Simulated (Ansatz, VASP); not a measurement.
# K14Li24C19O57 (liquid (K,Li)2CO3 at 1000 K): VASP beside Ansatz, part 2 of 2

Wanted: the spread between two codes on one cell, functional and k mesh. Of the first pair: The structure shown is the start of the Ansatz relaxation below; VASP solves that cell, so the two are compared at the walk's first step.

VASP 6.6.1 and Ansatz 0.2.0.

So far. Step 3 (VASP: single point, PBE, start cell, pair 1): The run ends at a pressure of 6.77 GPa, with forces up to 14 eV/Å.

### 5. Ansatz: relaxation, PBE

Level of this step: Ansatz beside VASP: Kohn-Sham DFT, plane waves, PBE (Ansatz).

This run makes the geometry at which the two programs are then compared. The cell compared in this pair holds 1584.28 Å³, against 1620.41 Å³ for the pair before.

The structure compared here is the end of the Ansatz relaxation.

Contents of input.yaml:

```yaml
crystal:
  lattice:
    - [11.7456, 0.0, 0.0]
    - [0.0, 11.7456, 0.0]
    - [0.0, 0.0, 11.7456]
  atoms:
    - { symbol: C, position: [0.3633, 0.1179, 0.45497] }
    - { symbol: O, position: [0.29484, 0.03402, 0.415] }
    - { symbol: O, position: [0.40287, 0.12035, 0.56771] }
    - { symbol: O, position: [0.41166, 0.18058, 0.37875] }
    - { symbol: C, position: [0.89035, 0.57996, 0.72313] }
    - { symbol: O, position: [0.85636, 0.57921, 0.82511] }
    - { symbol: O, position: [0.85616, 0.65283, 0.65552] }
    - { symbol: O, position: [0.96551, 0.51657, 0.69556] }
    - { symbol: C, position: [0.03678, 0.77847, 0.0564] }
    - { symbol: O, position: [0.09845, 0.75915, 0.1472] }
    - { symbol: O, position: [0.9356, 0.82168, 0.07154] }
    - { symbol: O, position: [0.05096, 0.73998, 0.96079] }
    - { symbol: C, position: [0.13852, 0.80104, 0.4958] }
    - { symbol: O, position: [0.14044, 0.78504, 0.39087] }
    - { symbol: O, position: [0.1272, 0.89892, 0.52535] }
    - { symbol: O, position: [0.10772, 0.71394, 0.54823] }
    - { symbol: C, position: [0.15667, 0.06878, 0.95651] }
    - { symbol: O, position: [0.1145, 0.12912, 0.03912] }
    - { symbol: O, position: [0.09242, 0.03836, 0.87608] }
    - { symbol: O, position: [0.25945, 0.069, 0.96578] }
    - { symbol: C, position: [0.96463, 0.07016, 0.30421] }
    - { symbol: O, position: [0.90523, 0.14947, 0.33851] }
    - { symbol: O, position: [0.06397, 0.10048, 0.27962] }
    - { symbol: O, position: [0.93573, 0.96132, 0.32855] }
    - { symbol: C, position: [0.85025, 0.59352, 0.25826] }
    - { symbol: O, position: [0.87154, 0.50119, 0.31008] }
    - { symbol: O, position: [0.88504, 0.68389, 0.31784] }
    - { symbol: O, position: [0.78735, 0.61203, 0.17341] }
    - { symbol: C, position: [0.98445, 0.20653, 0.6155] }
    - { symbol: O, position: [0.95592, 0.29429, 0.55305] }
[... 78 atom lines left out ...]
    - { symbol: Li, position: [0.07842, 0.40776, 0.62652] }
    - { symbol: Li, position: [0.07243, 0.2591, 0.20173] }
    - { symbol: Li, position: [0.80922, 0.15171, 0.48435] }
    - { symbol: Li, position: [0.13054, 0.9861, 0.39017] }
    - { symbol: Li, position: [0.05741, 0.24212, 0.93521] }
    - { symbol: Li, position: [0.64474, 0.48531, 0.1569] }
kpoints:
  mp_grid: { grid: [1, 1, 1] }
hamiltonian:
  xc: pbe
scf:
  occupations: { method: fermi_dirac, width: 0.025 }
output:
  forces: true
relax:
  f_tol: 0.05
  max_steps: 200
  cell: {}
```

Command:

```bash
ansatz run input.yaml --threads 4 --pin off --max-ram 8192MiB --backend cpu --events-out ev --progress --plain --runs-dir out
```

Numbers of over 12 decimals in the logs are rounded to 6 here.

The log of the run:

```text
[...]
Crystal: 114 atoms, lattice volume = 1620.413 Å³
Basis set: ecut = 420 eV, 31559 PW (Γ), exchange–correlation on 160×160×160 points (8 copies of the dense FFT grid, shifted against one another)
Bands: 422, of which v1, the nominal top of the filled ones, is band 308 counted from 1 (307 counted from 0)
Symmetry: 1 space group operations
[...]
k-points: 1
[...]
- { symbol: Li, position: [0.522271, 0.096941, 0.573386] }
    - { symbol: Li, position: [0.813906, 0.132234, 0.735967] }
    - { symbol: Li, position: [1.008915, 0.789953, 0.290660] }
    - { symbol: Li, position: [0.696446, 0.540807, 0.923894] }
    - { symbol: Li, position: [0.033255, 0.187693, 0.398658] }
    - { symbol: Li, position: [0.248416, 0.554403, 0.501885] }
[...]
- { symbol: Li, position: [0.725558, 0.184831, 0.471971] }
    - { symbol: Li, position: [0.157384, 0.937756, 0.433465] }
    - { symbol: Li, position: [0.041452, 0.281624, 0.869593] }
    - { symbol: Li, position: [0.721533, 0.512817, 0.161244] }
```

### 6. VASP: single point, PBE, relaxed cell, pair 2

The same cell, functional, mesh and smearing now go to VASP, with its own data sets.

Contents of INCAR:

```
SYSTEM = K14Li24C19O57
PREC = Accurate
ENCUT = 750
EDIFF = 1E-06
NELM = 120
ISMEAR = -1
SIGMA = 0.025
LREAL = Auto
ALGO = Normal
GGA = PE
NBANDS = 400
LORBIT = 11
LWAVE = .FALSE.
LCHARG = .FALSE.
ISIF = 2
LASPH = .TRUE.
GGA_COMPAT = .FALSE.
EFERMI = MIDGAP
NCORE = 4
```

Contents of POSCAR:

```
K14Li24C19O57
1.0
   11.9008900000      0.0224010000     -0.3295730000
    0.0224010000     11.7185510000     -0.3907040000
   -0.3295730000     -0.3907040000     11.3821620000
C O K Li
19 57 14 24
Direct
    0.3457800000      0.0734500000      0.4309600000
    0.8534100000      0.5871500000      0.7287500000
    0.0490300000      0.7944500000      0.0370100000
    0.1325600000      0.7591000000      0.5067900000
    0.1846600000      0.1499800000      0.0024700000
    0.9585600000      0.0237100000      0.2937100000
    0.8821900000      0.6067900000      0.3390500000
    0.9508700000      0.2013200000      0.6171900000
    0.6275700000      0.9502200000      0.4480300000
    0.5888100000      0.0439900000      0.0937400000
    0.7918000000      0.9544000000      0.8179700000
    0.4486400000      0.5991800000      0.5245200000
    0.3908400000      0.8437600000      0.8516100000
    0.1323100000      0.3972600000      0.3464300000
    0.6400700000      0.3325600000      0.2801800000
    0.8412200000      0.3552800000      0.0285600000
    0.2135800000      0.4470200000      0.8254300000
    0.6156700000      0.2391400000      0.6987600000
    0.5323600000      0.6044800000      0.0244800000
    0.3008200000      0.9783300000      0.3896400000
    0.3586000000      0.0946300000      0.5450400000
    0.3809300000      0.1476700000      0.3620800000
    0.7854500000      0.6060800000      0.8137800000
    0.9021200000      0.6761200000      0.6890900000
    0.8731400000      0.4863100000      0.6843800000
    0.0870600000      0.7670200000      0.1410200000
    0.0749000000      0.8909300000      0.9981900000
    0.9860600000      0.7216400000      0.9718000000
    0.1465000000      0.7713900000      0.3963000000
    0.1239800000      0.8511500000      0.5766700000
[... 78 atom lines left out ...]
    0.1243200000      0.3543600000      0.5995100000
    0.0108100000      0.2298200000      0.1710000000
    0.7255600000      0.1848300000      0.4719700000
    0.1573800000      0.9377600000      0.4334700000
    0.0414500000      0.2816200000      0.8695900000
    0.7215300000      0.5128200000      0.1612400000
```

Contents of KPOINTS:

```
Automatic mesh
0
Gamma
1 1 1
0 0 0
```

PAW data sets: C, O, K_sv and Li_sv (PBE family, release 64).

Command:

```bash
mpirun -np 16 vasp_gam
```

The log of the run:

```text
[... set-up lines as in an earlier step ...]
 entering main loop
       N       E                     dE             d eps       ncg     rms          rms(c)
DAV:   1     0.869639109087E+04    0.86964E+04   -0.41514E+05   800   0.211E+03
DAV:   2     0.219329101184E+03   -0.84771E+04   -0.79309E+04   936   0.532E+02
DAV:   3    -0.722454640052E+03   -0.94178E+03   -0.93186E+03  1016   0.183E+02
DAV:   4    -0.792713063833E+03   -0.70258E+02   -0.69917E+02  1224   0.425E+01
[...]
DAV:  15    -0.726960075676E+03    0.13842E-03   -0.73512E-04  1096   0.679E-02    0.313E-02
DAV:  16    -0.726960020142E+03    0.55535E-04   -0.22189E-04  1152   0.387E-02    0.238E-02
DAV:  17    -0.726960004764E+03    0.15378E-04   -0.88617E-05  1192   0.234E-02    0.111E-02
   1 F= -.72696000E+03 E0= -.72696000E+03  d E =0.000000E+00
```

From OUTCAR (step 6):

```text
  FREE ENERGIE OF THE ION-ELECTRON SYSTEM (eV)
  ---------------------------------------------------
  free  energy   TOTEN  =      -726.9600008241 eV

  energy  without entropy=     -726.9600008241  energy(sigma->0) =     -726.96000082
```

The run ends at a pressure of 0.38 GPa, with forces up to 0.27 eV/Å.

### 7. Side by side

What differs besides the data sets and the points named for the pairs above, as far as they apply: the cutoff is 420 eV in Ansatz and 750 eV in VASP (PREC = Accurate, projectors in real space). Total energies have different zeros and are not compared.

Both answers:

| quantity | Ansatz | VASP | difference |
| --- | --- | --- | --- |
| pressure (GPa) | 0.00 | 0.38 | -0.37 |
| gap on the k mesh (eV) | 3.894 | 3.892 | +0.002 |

Forces on 7 of the 114 atoms, those with the largest forces and the largest differences (eV/Å; atoms numbered as in POSCAR):

| atom | Ansatz x, y, z | VASP x, y, z |
| --- | --- | --- |
| O25 | 0.001, -0.002, 0.001 | 0.069, -0.251, -0.083 |
| O45 | -0.004, 0.000, 0.001 | -0.153, -0.020, 0.213 |
| O56 | -0.002, -0.001, 0.004 | -0.108, -0.007, 0.240 |
| O64 | -0.004, -0.003, -0.002 | -0.185, -0.161, -0.094 |
| O65 | -0.002, -0.001, 0.003 | 0.163, -0.017, -0.202 |
| O69 | 0.001, 0.003, 0.000 | -0.173, -0.096, 0.170 |
| O76 | -0.002, 0.000, -0.003 | -0.218, 0.057, 0.131 |

The forces differ by 95 meV/Å r.m.s., where the r.m.s. force is 0.003 eV/Å in Ansatz and 0.095 eV/Å in VASP: the atoms lie near their places of rest in Ansatz, so a percentage would say little (all taken over all components). A gap on the mesh is an upper bound, since the band edges may lie between its points.

### 8. Summary of results

| Quantity | Value |
| --- | --- |
| r.m.s. force difference (single point, PBE, start cell, pair 1) | 6.0 % of the r.m.s. force |
| r.m.s. force difference (single point, PBE, relaxed cell, pair 2) | 95 meV/Å |

In words: The r.m.s. force difference is 95 meV/Å (single point, PBE, relaxed cell, pair 2), beyond the 12 meV/Å picked in this series as the mark of a large difference. What causes the difference of the single point, PBE, start cell, pair 1 pair stays open here. What causes the difference of the single point, PBE, relaxed cell, pair 2 pair stays open here. Such differences can come from data sets, numerical settings and the points named under the comparisons, not from the functional's error against experiment.

[Lines on the potential files, build, host, timing and source positions are cut from VASP's logs without a mark.]

[Logs are printed without paths, hosts, clocks, repeated set-up lines and the standing remarks that a program may print on its own settings, such as how far it seeks lower states.]

[Hosts, paths, dates, database ids (printed as entryN), source tags and the programs' standing remarks are cut or masked in the printed files.]
